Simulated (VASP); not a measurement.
VASP runs on ZnO (wurtzite) share one base input (PBE GGA, plane waves, VASP's PBE PAW potentials (set 64)) and change the settings named in each case.

**POSCAR**
```
ZnO
3.3150010
  0.4999998492  -0.8660253798   0.0000000000
  0.4999998492   0.8660253798   0.0000000000
  0.0000000000   0.0000000000   1.6030764395
Zn O
2 2
direct
  0.6666670000   0.3333330000   0.5000000000
  0.3333330000   0.6666670000   0.0000000000
  0.6666670000   0.3333330000   0.8820000000
  0.3333330000   0.6666670000   0.3820000000
```

File KPOINTS:
```
Regular mesh
0
Gamma
7 7 4
0 0 0
```

INCAR:
```
SYSTEM = ZnO
PREC = Accurate; ENCUT = 520; LREAL = .FALSE.
LASPH = .TRUE.
EDIFF = 1E-6; NELM = 100; ALGO = Normal
LMAXMIX = 4
ISMEAR = 0; SIGMA = 0.05
GGA = PE
ISIF = 2
LWAVE = .FALSE.; LCHARG = .FALSE.
```

POTCAR, in this order: Zn O (PBE.64 set). Program: vasp_std.

```
change            E(σ→0) (eV/atom)  plane waves
----------------  ----------------  -----------
base run                   -4.4636         1387
PREC = Low                 -4.4667         1387
PREC = Normal              -4.4637         1387
PREC = Single              -4.4644         1387
ADDGRID = .TRUE.           -4.4636         1387
LASPH = .FALSE.            -4.4627         1387
LREAL = Auto               -4.4639         1387
```

Left out are runs that ran out of time, are held back, or changed the cell or the kind of run, fixed moments of cells without a moment, rows past the twelfth, gaps on odd meshes, pressures of charged cells and columns that move by less than the noise.

The compound is ZnO in the wurtzite structure. The cell was not relaxed at this level.
